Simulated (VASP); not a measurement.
Wanted: the native input for a VASP 6.6.1 run.

* Task: single point
* Functional: LDA
* Potentials or basis: VASP PAW LDA potentials, release 64 (Ru_pv, F)
* Cutoff: 520 eV
* k mesh: 7 × 7 × 7
* Occupations: gaussian, width 0.05 eV
* Spin: collinear spin, random start
* Starting moments: [-0.05, 0.0, 0.0] μB
* Hubbard terms: Ru d U = 3 eV
* Further INCAR settings: ALGO = Fast; EDIFF = 1e-06

The structure of RuF2 lies in POSCAR:

```
RuF2
1.0
    0.0000000000      2.4087449400      2.4087449400
    2.4087449400      0.0000000000      2.4087449400
    2.4087449400      2.4087449400      0.0000000000
Ru F
1 2
Direct
    0.0000000000      0.0000000000      0.0000000000
    0.2500000000      0.2500000000      0.2500000000
    0.7500000000      0.7500000000      0.7500000000
```

The cell comes from a database or a generator and needn't be the stable form of this composition.

One way to write it, as run:

INCAR

```
SYSTEM = RuF2
PREC     = Accurate       ! precision mode
ENCUT    = 520            ! plane-wave cutoff, eV
EDIFF    = 1E-6           ! SCF threshold, eV
ISMEAR   = 0              ! smearing method
SIGMA    = 0.05           ! smearing width, eV
LREAL    = .False.        ! projectors in reciprocal space
LASPH    = .True.         ! aspherical terms in the spheres
NELM     = 60             ! most SCF steps
ALGO     = Fast           ! electronic algorithm
ISIF     = 2              ! what is computed and relaxed
LWAVE    = .False.        ! write WAVECAR
LCHARG   = .True.         ! write CHGCAR
ISPIN    = 2              ! spin polarisation
MAGMOM   = -0.05 0 0      ! initial moments
LORBIT   = 11             ! projections on sites
LMAXMIX  = 4              ! l up to which the mixer works
LDAU     = .True.         ! DFT+U
LDAUTYPE = 2            
LDAUL    = 2 -1           ! shell
LDAUU    = 3 0            ! U, eV
LDAUJ    = 0 0          
LDAUPRINT= 1            
LELF     = .True.         ! ELF
LVHAR    = .True.
```

KPOINTS

```
Automatic mesh
0
Gamma
  7 7 7
  0 0 0
```

Potentials or basis: VASP PAW LDA potentials, release 64 (Ru_pv, F).

Run with:

```console
$ cat potpaw_LDA.64/Ru_pv/POTCAR potpaw_LDA.64/F/POTCAR > POTCAR
$ mpirun -np 1 vasp_std > vasp.out
```

Results of the run:

| Quantity | Value |
| --- | --- |
| Pressure | 44.4 GPa |
| Band gap on the k mesh | none (metal or under the smearing width) |
| Net moment | 0.00 μB per cell |
| Valence electrons inside the program's atomic spheres | Ru 12.58; F 6.09 |

Caveat: a pressure of tens of GPa on the cell as given is suspect, and the run, the potentials or the cell itself is likely at fault.

Wall time 53 s on 1 thread of Intel(R) Xeon(R) Platinum 8259CL CPU @ 2.50GHz (Skylake/Cascade Lake), with other jobs on the host, peak memory 0.15 GiB.
